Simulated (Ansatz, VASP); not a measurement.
## One calculation of SnI2, two programs

File INCAR:

```
PREC = Accurate
ENCUT = 520
EDIFF = 1E-6
ISMEAR = 0
SIGMA = 0.02
LREAL = False
LASPH = True
NELM = 100
ALGO = Normal
ISIF = 2
LWAVE = False
LCHARG = True
GGA = CA
LELF = True
LVHAR = True
NBANDS = 21
```

The input KPOINTS:

```
Automatic mesh
0
Gamma
  6 6 6
```

POSCAR

```
SnI2
1.0
    0.0000000000      3.8059000000      3.8059000000
    3.8059000000      0.0000000000      3.8059000000
    3.8059000000      3.8059000000      0.0000000000
Sn I
1 2
Direct
    0.0000000000      0.0000000000      0.0000000000
    0.2500000000      0.2500000000      0.2500000000
    0.7500000000      0.7500000000      0.7500000000
```

Input for Ansatz:

```yaml
crystal:
  lattice:
    - [0.0, 3.8059, 3.8059]
    - [3.8059, 0.0, 3.8059]
    - [3.8059, 3.8059, 0.0]
  atoms:
    - { symbol: Sn, position: [0.0, 0.0, 0.0] }
    - { symbol: I, position: [0.25, 0.25, 0.25] }
    - { symbol: I, position: [0.75, 0.75, 0.75] }
basis:
  ecutwfc: 420
kpoints:
  mp_grid: { grid: [6, 6, 6] }
hamiltonian:
  xc: lda
scf:
  occupations: { method: gaussian, width: 0.02 }
output:
  forces: true
  stress: true
  eigenvalues: true
```

Alike in both runs: task single point; functional LDA; k mesh 6 × 6 × 6; occupations gaussian, width 0.02 eV; no spin polarisation.

|  | VASP | Ansatz |
| --- | --- | --- |
| version | VASP 6.6.1 | Ansatz 0.2.0 |
| potentials or method | VASP PAW LDA potentials, release 64 (Sn_d, I) | scalar-relativistic, plane waves, PAW |
| plane-wave cutoff (eV) | 520 | 420 |
| valence electrons in the cell | 28 | 48 |

VASP gave:

| Quantity | Value |
| --- | --- |
| gap on the k mesh at the Fermi level (eV) | 1.25 |
| least direct gap on the mesh (eV) | 1.68 |
| pressure (GPa) | -0.1 |

**Question.** What did Ansatz give for the same quantities?

**Answer.** gap on the k mesh at the Fermi level (eV): 1.25; least direct gap on the mesh (eV): 1.67; pressure (GPa): -0.1.

The two sets of potentials don't hold the same shells in valence.

Caveats: spin-orbit coupling is left out, which moves the levels of the heavy elements. A k mesh can miss the band edges.
